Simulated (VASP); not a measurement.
Given:

```yaml
crystal:
  lattice:
    - [8.48696, 0.00000, 0.00000]
    - [0.00000, 8.48696, 0.00000]
    - [0.00000, 0.00000, 8.48696]
  atoms:
    - { symbol: Mg, position: [0.50000, 0.00000, 0.00000] }
    - { symbol: Mg, position: [0.75000, 0.25000, 0.00000] }
    - { symbol: Mg, position: [0.75000, 0.00000, 0.25000] }
    - { symbol: Mg, position: [0.00000, 0.00000, 0.00000] }
    - { symbol: Mg, position: [0.25000, 0.25000, 0.00000] }
    - { symbol: Mg, position: [0.50000, 0.50000, 0.00000] }
    - { symbol: Mg, position: [0.75000, 0.75000, 0.00000] }
    - { symbol: Mg, position: [0.25000, 0.00000, 0.25000] }
    - { symbol: Mg, position: [0.50000, 0.25000, 0.25000] }
    - { symbol: Mg, position: [0.75000, 0.50000, 0.25000] }
    - { symbol: Mg, position: [0.50000, 0.00000, 0.50000] }
    - { symbol: Mg, position: [0.75000, 0.25000, 0.50000] }
    - { symbol: Mg, position: [0.75000, 0.00000, 0.75000] }
    - { symbol: Mg, position: [0.00000, 0.50000, 0.00000] }
    - { symbol: Mg, position: [0.25000, 0.75000, 0.00000] }
    - { symbol: Mg, position: [0.00000, 0.25000, 0.25000] }
    - { symbol: Mg, position: [0.25000, 0.50000, 0.25000] }
    - { symbol: Mg, position: [0.50000, 0.75000, 0.25000] }
    - { symbol: Mg, position: [0.00000, 0.00000, 0.50000] }
    - { symbol: Mg, position: [0.25000, 0.25000, 0.50000] }
    - { symbol: Mg, position: [0.50000, 0.50000, 0.50000] }
    - { symbol: Mg, position: [0.75000, 0.75000, 0.50000] }
    - { symbol: Mg, position: [0.25000, 0.00000, 0.75000] }
    - { symbol: Mg, position: [0.50000, 0.25000, 0.75000] }
    - { symbol: Mg, position: [0.75000, 0.50000, 0.75000] }
    - { symbol: Mg, position: [0.00000, 0.75000, 0.25000] }
    - { symbol: Mg, position: [0.00000, 0.50000, 0.50000] }
    - { symbol: Mg, position: [0.25000, 0.75000, 0.50000] }
    - { symbol: Mg, position: [0.00000, 0.25000, 0.75000] }
    - { symbol: Mg, position: [0.25000, 0.50000, 0.75000] }
    - { symbol: Mg, position: [0.50000, 0.75000, 0.75000] }
    - { symbol: Mg, position: [0.00000, 0.75000, 0.75000] }
    - { symbol: O, position: [0.75000, 0.25000, 0.25000] }
    - { symbol: O, position: [0.00000, 0.50000, 0.25000] }
    - { symbol: O, position: [0.00000, 0.25000, 0.50000] }
    - { symbol: O, position: [0.25000, 0.25000, 0.25000] }
    - { symbol: O, position: [0.50000, 0.50000, 0.25000] }
    - { symbol: O, position: [0.75000, 0.75000, 0.25000] }
    - { symbol: O, position: [0.00000, 0.00000, 0.25000] }
    - { symbol: O, position: [0.50000, 0.25000, 0.50000] }
    - { symbol: O, position: [0.75000, 0.50000, 0.50000] }
    - { symbol: O, position: [0.00000, 0.75000, 0.50000] }
    - { symbol: O, position: [0.75000, 0.25000, 0.75000] }
    - { symbol: O, position: [0.00000, 0.50000, 0.75000] }
    - { symbol: O, position: [0.00000, 0.25000, 0.00000] }
    - { symbol: O, position: [0.25000, 0.75000, 0.25000] }
    - { symbol: O, position: [0.50000, 0.00000, 0.25000] }
    - { symbol: O, position: [0.25000, 0.50000, 0.50000] }
    - { symbol: O, position: [0.50000, 0.75000, 0.50000] }
    - { symbol: O, position: [0.75000, 0.00000, 0.50000] }
    - { symbol: O, position: [0.25000, 0.25000, 0.75000] }
    - { symbol: O, position: [0.50000, 0.50000, 0.75000] }
    - { symbol: O, position: [0.75000, 0.75000, 0.75000] }
    - { symbol: O, position: [0.00000, 0.00000, 0.75000] }
    - { symbol: O, position: [0.50000, 0.25000, 0.00000] }
    - { symbol: O, position: [0.75000, 0.50000, 0.00000] }
    - { symbol: O, position: [0.00000, 0.75000, 0.00000] }
    - { symbol: O, position: [0.25000, 0.00000, 0.50000] }
    - { symbol: O, position: [0.25000, 0.75000, 0.75000] }
    - { symbol: O, position: [0.50000, 0.00000, 0.75000] }
    - { symbol: O, position: [0.25000, 0.50000, 0.00000] }
    - { symbol: O, position: [0.50000, 0.75000, 0.00000] }
    - { symbol: O, position: [0.75000, 0.00000, 0.00000] }
    - { symbol: O, position: [0.25000, 0.00000, 0.00000] }
```

The numbers are results of PBE GGA, VASP's PBE PAW potentials (set 64) (plane waves; VASP), not measurements. Settings: PREC = Normal, LREAL = Auto, EDIFF = 1E-5, 400 eV cut-off, 1×1×1 Γ-centred mesh, Gaussian smearing of 0.050 eV, potentials Mg O.

At this cut-off the stress carries a Pulay error, which pulls relaxed volumes low. The supercell is sampled at Γ alone, which is coarse: total energies, pressure and levels can be off, energies of defects by several tenths of an eV.

### Question
Give the stress tensor in GPa (positive for a compressed cell).

### Answer

```
-4.68   0.00   0.00
 0.00  -4.68   0.00
 0.00   0.00  -4.68
```
The pressure is its mean diagonal, -4.68 GPa.

The cell is a supercell, built from MgO (rock salt).
